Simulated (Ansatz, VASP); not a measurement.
**YbOs: VASP beside Ansatz**

Aim: how closely do two programs agree when they are given the same cell, functional and k mesh? The cell is invented: As first built, before any earlier steps moved the atoms: it takes the YbPd structure with some of its atoms replaced by other elements, volume scaled by an estimate. It may not be a known or stable phase. The cell comes out of the VASP series on this material, whose earlier steps may have relaxed, scaled or displaced it; both programs get it as it stands.

Method: plane waves, with VASP 6.6.1 beside it; relaxation of cell and atoms at PBE, in Ansatz 0.2.0.

### 1. The starting structure

Symmetry: Pm-3m, No. 221, cubic system. The conventional cell has a = 3.356 Å, b = 3.356 Å, c = 3.356 Å, α = 90.00°, β = 90.00°, γ = 90.00°. Nearest to Os lie 8 Yb at 2.91 Å. Yb has 8 Os at 2.91 Å nearest. As first built, before any earlier steps moved the atoms: sites of the YbPd structure (space group 221) filled with other elements, volume scaled by an estimate. Farther neighbours are not listed.

As a file:

```cif
data_structure
_symmetry_space_group_name_H-M 'Pm-3m'
_symmetry_Int_Tables_number 221
_cell_length_a 3.3561
_cell_length_b 3.3561
_cell_length_c 3.3561
_cell_angle_alpha 90.000
_cell_angle_beta 90.000
_cell_angle_gamma 90.000
_cell_volume 37.80
loop_
_atom_site_label
_atom_site_type_symbol
_atom_site_symmetry_multiplicity
_atom_site_Wyckoff_symbol
_atom_site_fract_x
_atom_site_fract_y
_atom_site_fract_z
_atom_site_occupancy
Os1 Os 1 a 0.00000 0.00000 0.00000 1
Yb1 Yb 1 b 0.50000 0.50000 0.50000 1
```

### 2. Ansatz: relaxation of cell and atoms, PBE

Ansatz runs on its default PAW (the set named soft_2) files.

The relaxed volume is the usual yardstick between codes: its relative difference is about their pressure difference at one cell divided by the bulk modulus.

Input file input.yaml:

```yaml
crystal:
  lattice:
    - [3.356072377, 0.0, 0.0]
    - [0.0, 3.356072377, 0.0]
    - [0.0, 0.0, 3.356072377]
  atoms:
    - { symbol: Os, position: [0.0, 0.0, 0.0], spin: 1.0 }
    - { symbol: Yb, position: [0.5, 0.5, 0.5], spin: 1.0 }
hamiltonian:
  xc: pbe
  pseudopotentials: { kind: paw }
magnetization:
  spin_polarized: true
kpoints:
  mp_grid: { grid: [7, 7, 7] }
scf:
  occupations: { method: methfessel_paxton, width: 0.2 }
relax:
  f_tol: 0.01
  max_steps: 60
  cell: { stress_tol: 0.05 }
output:
  forces: true
  stress: true
  write_density: true
  write_potential: true
  elf: true
  volumetric_format: npy
```

Started as:

```bash
$ ansatz run input.yaml --threads 4 --pin off --max-ram 9216MiB --backend cpu --events-out ev --progress --plain --runs-dir out
```

Numbers of over 12 decimals in the logs are rounded to 6 here.

Log:

```text
Warning: where an SCF of this run starts from atoms to list the orders of its open shells, Yb (site 1, from 0) starts with 0.44 μB on its 4f shell and 0.44 μB on its 5d shell, in the place of the 1.00 μB that the deck gives it: its open shells can hold no more by Hund's first rule. To start from spheres of the given moment, type scf.initial_density.shell_occupations: []
Engine: ansatz 0.2.0, aarch64-unknown-linux-gnu
Pseudopotentials: kind: paw
Pseudopotential: Os, paw, valence charge 16, recommended cutoff 420 eV (normal), Os.paw.azcp
Pseudopotential: Yb, paw, valence charge 24, recommended cutoff 420 eV (normal), Yb.paw.azcp
Functional definition: PBE
  parameter kappa = 0.804
  parameter beta = 0.066725
  exchange = pbe_x(kappa = kappa, mu = beta*pi^2/3)
  correlation = pbe_c(beta = beta)
Crystal: 2 atoms, lattice volume = 37.800 Å³
Basis set: ecut = 420 eV, 739 PW (Γ), exchange–correlation on 48×48×48 points (8 copies of the dense FFT grid, shifted against one another)
Bands: 26, of which v1, the nominal top of the filled ones, is band 20 counted from 1 (19 counted from 0)
Symmetry: 48 space group operations
Space group: Pm-3m (ITA 221), of the structure as read, at distance tolerance 3.4e-5 Å
Magnetic group: BNS 221.92 (UNI 1594), of the structure as read, at distance tolerance 3.4e-5 Å
k-points: 20 of 343
Non-local potential: Os, projectors of the file, l = 0: 3, l = 1: 2, l = 2: 2, l = 3: 1
Non-local potential: Yb, projectors of the file, l = 0: 3, l = 1: 2, l = 2: 2, l = 3: 3
PAW form: soft (Blöchl's): semilocal exchange-correlation on the pseudo side does not see the compensation charge
PAW one-centre angular grid: Os, 590 points (default); XC on 64 Gauss nodes
PAW one-centre angular grid: Yb, 590 points (default); XC on 64 Gauss nodes
Initial density: superposition of atomic densities (chi_scale 0.1, normalization cell)
Starting moments: Σ|m| = 2 μB on 2 of 2 sites
Initial wavefunctions: pseudopotential atomic-orbital guess
Functional: x = pbe(κ = 0.804, μ = 0.219515), c = pbe(β = 0.066725)
iter 1 solved again at ethr=2.46e-3 eV; its pass at ethr=3.10e-3 eV (dr2=9.83e-1 eV) is discarded
SCF iter   1: F=—  HF=-25178.490879 eV  |F-HF|=—  |Δ(HF+E_count)|=         —  Δρ=4.18e-2 (↑4.18e-2 ↓2.32e-2)  dr2=9.84e-1  dr2_m=6.32e-2  M=1.219 μB ∫|m|=1.219 μB  β_m=0.30  ethr=2.46e-3  ⟨swp⟩=1.1  Hψ=6009  notcnv=0
Mixer restart at iter 1: flushing history
preconditioner: auto → Kerker (q_TF=auto, 2.754 Å⁻¹)  [metal: Δε(μ)=0.055 eV  Ē_g=9.904 eV  σ=0.200 eV  W_gap=0.15  n_scr=18 (ndim 8)  ℏωp=33.1 eV  f_vac=0.000  D(μ)=4.09/eV (n_scr^D=56)]
spin=Collinear: Kerker preconditioning applied to the charge; magnetization (m = ρ↑ − ρ↓) channel mixes plain (no charge-response kernel on spin).
SCF iter   2: F=—  HF=-25178.446728 eV  |F-HF|=—  |Δ(HF+E_count)|=   4.42e-2  Δρ=2.38e-2 (↑2.38e-2 ↓1.24e-2)  dr2=2.29e-1  dr2_m=3.61e-2  M=1.153 μB ∫|m|=1.153 μB  β_m=0.36  ethr=2.46e-3  ⟨swp⟩=3.4  Hψ=2208  notcnv=0
SCF iter   3: F=—  HF=-25178.606776 eV  |F-HF|=—  |Δ(HF+E_count)|=         —  Δρ=2.98e-2 (↑2.98e-2 ↓1.93e-2)  dr2=2.36e-1  dr2_m=1.50e-1  M=0.583 μB ∫|m|=0.583 μB  β_m=0.36  ethr=5.72e-4  ⟨swp⟩=2.2  Hψ=1847  notcnv=0
Mixer restart at iter 3: flushing history
SCF iter   4: F=—  HF=-25178.730340 eV  |F-HF|=—  |Δ(HF+E_count)|=   1.24e-1  Δρ=2.00e-2 (↑2.00e-2 ↓1.66e-2)  dr2=1.37e-1  dr2_m=8.72e-2  M=0.475 μB ∫|m|=0.475 μB  β_m=0.68  ethr=5.72e-4  ⟨swp⟩=2.0  Hψ=1480  notcnv=0  defer=3
SCF iter   5: F=—  HF=-25178.900584 eV  |F-HF|=—  |Δ(HF+E_count)|=   1.70e-1  Δρ=1.35e-2 (↑1.35e-2 ↓1.01e-2)  dr2=2.28e-1  dr2_m=8.63e-3  M=0.266 μB ∫|m|=0.266 μB  β_m=0.57  ethr=3.43e-4  ⟨swp⟩=2.1  Hψ=1900  notcnv=0  defer=32
SCF iter   6: F=—  HF=-25178.835520 eV  |F-HF|=—  |Δ(HF+E_count)|=   6.51e-2  Δρ=5.04e-3 (↑3.32e-3 ↓5.04e-3)  dr2=1.84e-2  dr2_m=2.75e-3  M=0.124 μB ∫|m|=0.132 μB  β_m=0.70  ethr=3.43e-4  ⟨swp⟩=2.7  Hψ=2121  notcnv=0  defer=40
SCF iter   7: F=—  HF=-25178.831242 eV  |F-HF|=—  |Δ(HF+E_count)|=   4.28e-3  Δρ=4.68e-3 (↑1.97e-3 ↓4.68e-3)  dr2=6.21e-3  dr2_m=2.68e-3  M=0.059 μB ∫|m|=0.068 μB  β_m=0.85  ethr=4.60e-5  ⟨swp⟩=2.0  Hψ=1779  notcnv=0  defer=39
SCF iter   8: F=—  HF=-25178.846669 eV  |F-HF|=—  |Δ(HF+E_count)|=   1.54e-2  Δρ=4.51e-3 (↑1.24e-3 ↓4.51e-3)  dr2=1.05e-2  dr2_m=1.76e-3  M=0.027 μB ∫|m|=0.035 μB  β_m=0.93  ethr=1.55e-5  ⟨swp⟩=2.1  Hψ=1474  notcnv=0  defer=39
SCF iter   9: F=—  HF=-25178.848613 eV  |F-HF|=—  |Δ(HF+E_count)|=   1.94e-3  Δρ=1.09e-3 (↑1.09e-3 ↓8.98e-4)  dr2=2.40e-3  dr2_m=3.68e-5  M=-0.000 μB ∫|m|=0.005 μB  β_m=0.96  ethr=1.55e-5  ⟨swp⟩=2.2  Hψ=1886  notcnv=0  defer=38
SCF iter  10: F=—  HF=-25178.848748 eV  |F-HF|=—  |Δ(HF+E_count)|=   1.35e-4  Δρ=6.75e-4 (↑4.60e-4 ↓6.75e-4)  dr2=6.71e-4  dr2_m=2.57e-5  M=-0.009 μB ∫|m|=0.009 μB  β_m=0.98  ethr=5.99e-6  ⟨swp⟩=1.6  Hψ=1561  notcnv=0  defer=38
SCF iter  11: F=—  HF=-25178.848887 eV  |F-HF|=—  |Δ(HF+E_count)|=   1.39e-4  Δρ=2.66e-4 (↑9.51e-5 ↓2.66e-4)  dr2=1.46e-5  dr2_m=1.00e-5  M=-0.002 μB ∫|m|=0.002 μB  β_m=0.99  ethr=1.68e-6  ⟨swp⟩=2.1  Hψ=1673  notcnv=0  defer=38
[...]
SCF iter  23: F=—  HF=-25178.799636 eV  |F-HF|=—  |Δ(HF+E_count)|=   7.31e-9  S|Δr|=    0.00e0  Δρ=1.01e-5 (↑1.01e-5 ↓7.10e-6)  dr2=1.15e-7  dr2_m=9.42e-10  M=0.000 μB ∫|m|=0.000 μB  β_m=0.95  ethr=1.00e-12  ⟨swp⟩=2.5  Hψ=2074  notcnv=0  defer=40
iter 24 did not close the SCF: its close was put off for a magnetic moment that had not settled (scf_convergence_deferred on its scf_iter line)
SCF iter  24: F=-25178.799636 eV  HF=-25178.799636 eV  |F-HF|=6.37e-9  |Δ(HF+E_count)|=   5.18e-9  S|Δr|=    0.00e0  Δρ=1.43e-6 (↑7.58e-7 ↓1.43e-6)  dr2=1.64e-9  dr2_m=5.85e-11  M=0.000 μB ∫|m|=0.000 μB  β_m=0.82  ethr=1.00e-12  ⟨swp⟩=5.3  Hψ=6512  notcnv=0
SCF iter  25: F=-25178.799636 eV  HF=-25178.799636 eV  |F-HF|=7.31e-10  |Δ(HF+E_count)|=  6.26e-10  S|Δr|=    0.00e0  Δρ=5.88e-7 (↑5.88e-7 ↓3.69e-7)  dr2=2.93e-10  dr2_m=4.87e-12  M=0.000 μB ∫|m|=0.000 μB  ethr=1.00e-12  ⟨swp⟩=5.1  Hψ=6271  notcnv=0
WARN: the starting moments were not kept: the SCF closed with an absolute magnetisation of 6.5e-6 μB, where they sum to 2 μB in size (2 sites). That is at most 0.1 of that sum. Measured as dr2_m measures the in/out step, that magnetisation stands 4.9e-11 eV from none, at or under the dr2_threshold of 1.0e-7 eV: it is no larger than a step whose dr2_m would equal this threshold. The system may hold no moment; this SCF [...]
SCF 1 converged in 25 iterations: F = -25178.799636 eV  dr2 = 2.93e-10
  greatest PAW one-centre occupation: 1.000 electrons in one spin orbital (limit 2), on the Os atom at site 0 (counted from 0), in its partial waves of l = 0
relax step   1: F+E_penalty+E_count = -25178.79963581 eV  Δ(F+E_penalty+E_count) = +0.000e0 eV  max|allowed force component| = 4.891e-29 eV/Å  Δτ_max = 0.0000 Å  P = -0.401 GPa  Ω = 37.800 Å³  (25 SCF iters, dr2 threshold 1.00e-7 eV, accepted)
[...]
relax step   2: F+E_penalty+E_count = -25178.79941241 eV  Δ(F+E_penalty+E_count) = +2.234e-4 eV  max|allowed force component| = 5.259e-30 eV/Å  Δτ_max = 0.0000 Å  P = +0.694 GPa  Ω = 37.473 Å³  energy of the carried Pulay correction = +6.634e-5 eV  (12 SCF iters, dr2 threshold 2.00e-7 eV, rejected (line search))
[...]
relax step   3: F+E_penalty+E_count = -25178.79981273 eV  Δ(F+E_penalty+E_count) = -1.769e-4 eV  max|allowed force component| = 4.273e-30 eV/Å  Δτ_max = 0.0000 Å  P = -0.004 GPa  Ω = 37.680 Å³  energy of the carried Pulay correction = +2.437e-5 eV  (12 SCF iters, accepted)
[...]
relax step   4: F+E_penalty+E_count = -25178.79976888 eV  Δ(F+E_penalty+E_count) = +4.385e-5 eV  max|allowed force component| = 6.442e-30 eV/Å  Δτ_max = 0.0000 Å  P = -0.002 GPa  Ω = 37.680 Å³  stress off target by 1.60e-3 GPa  SCF on the basis re-selected at this cell (its energy is not comparable with the rows above)  (8 SCF iters)
basis re-selected at this cell: Δ(F+E_penalty+E_count) = +4.385e-5 eV, ΔP = +0.002 GPa vs the last step (what re-selecting the basis moved, of the pressure what is left beyond the Pulay correction that the steps carried, after the strain that the cell walked since its last selection, with what the two solves' SCF thresholds leave and, on support functions, any second-order correction that the steps lacked; it is no m [...]
SCF converged after 8 iterations
Stability not checked: this state was not tested for a lower state beside it, because cold or Methfessel-Paxton smearing, or corrected tetrahedra, fill the levels in a way that the test cannot read (fill_not_monotonic; see scf.lower_state_search)
Magnetization: 0.0000 μB (20.0000 up, 20.0000 down)
Absolute magnetization: 0.0000 μB (∫|ρ↑−ρ↓|, with the PAW one-centre terms)
Spin contamination: 0.0000 ħ² per cell (⟨S²⟩ above its minimum at these occupations)
Per-site moments (μB) at R_I (Å): [(4.0737767759080165e-7, 1.197634), (7.104811014375757e-7, 1.197634)]
Free energy (F): -25178.799769 eV
Harris-Foulkes:  -25178.799769 eV  (|F-HF|=1.09e-11)
Internal energy: -25178.823942 eV  (E = F + TS)
E sigma→0 (E₀):  -25178.805812 eV
Entropy (-TS):   0.024173 eV (12.087 meV/atom)
Fermi energy:    19.204959 eV
--- Per-component energies (eV) ---
  E_band       = 60.903601
  E_kinetic    = 935.219592
  E_local      = -6079.398422  (includes V_loc(G=0)·N_el)
  E_nonlocal   = 519.207764
  E_hartree    = 2625.073426
  E_xc         = -436.641453
  E_vxc        = -496.066145  (∫ρ·V_xc dr)
  E_paw        = -16349.930446  (= ΣΔE_a)
  E_vpaw       = -68.205988  (= ΣTr[D̂ρ^β])
  E_aug_tail   = -0.000077  (compensation charges beyond the density's cutoff)
  E_ewald      = -6392.354327
  E_smearing   = 0.024173  (= −TS)
  E_closure    = 0.000000  (closes the sum)
  Σ components = -25178.799769   (vs F -25178.799769, Δ=0.00e0)
--- Forces (eV/Å), atoms counted from 1 ---
  atom   1  Os    -0.00000000     0.00000000    -0.00000000
  atom   2  Yb     0.00000000     0.00000000     0.00000000
  max |Σ_I F_I| component: 1.24e-29 eV/Å
--- Stress (GPa, compression-positive) ---
       -0.001595       0.000000       0.000000
        0.000000      -0.001595      -0.000000
        0.000000      -0.000000      -0.001595
  P = ⅓ Tr σ = -0.0016 GPa (-0.016 kbar)
--- Band table (eV; the first three rows and the last of 40) ---
  k-point 0 ↑: bands = [... 16 lower, 18.6958, 18.6958, 18.7814, 18.7814, 18.7814, 23.8133, 23.8133, 28.0832, ... 2 higher]
  k-point 1 ↑: bands = [... 16 lower, 18.6717, 18.6720, 18.9720, 18.9720, 19.0824, 23.2974, 23.8342, 25.9004, ... 2 higher]
  k-point 2 ↑: bands = [... 16 lower, 18.7037, 18.7483, 19.1397, 19.1397, 19.4731, 22.1616, 22.7927, 24.1811, ... 2 higher]
  k-point 19 ↓: bands = [... 16 lower, 18.6914, 18.7153, 18.8857, 18.9441, 18.9441, 20.8873, 20.8873, 24.8129, ... 2 higher]
--- Relaxed structure (3 steps of the walk, 2 accepted, 1 SCFs on fresh bases) ---
  F+E_penalty+E_count = -25178.79976888 eV   max|allowed force component| = 6.442e-30 eV/Å   (the final SCF, on the basis selected at the relaxed cell)
  cell:  # Å, volume = 37.6798 Å³
    - [3.352506, 0.0, 0]
    - [0.0, 3.352506, 0.0]
    - [0, 0.0, 3.352506]
  atoms:
    - { symbol: Os, position: [0, 0, 0] }
    - { symbol: Yb, position: [0.5, 0.5, 0.5] }
```

The job ended after 6.7 s (4 threads of Arm Neoverse V1, shared host; peak memory 0.36 GiB).

(Continued in part 2 of 2.)

[Lines on the potential files, build, host, timing and source positions are cut from VASP's logs without a mark.]

[Logs are printed without paths, hosts, clocks, repeated set-up lines and the standing remarks that a program may print on its own settings, such as how far it seeks lower states.]

[Hosts, paths, dates, database ids (printed as entryN), source tags and the programs' standing remarks are cut or masked in the printed files.]
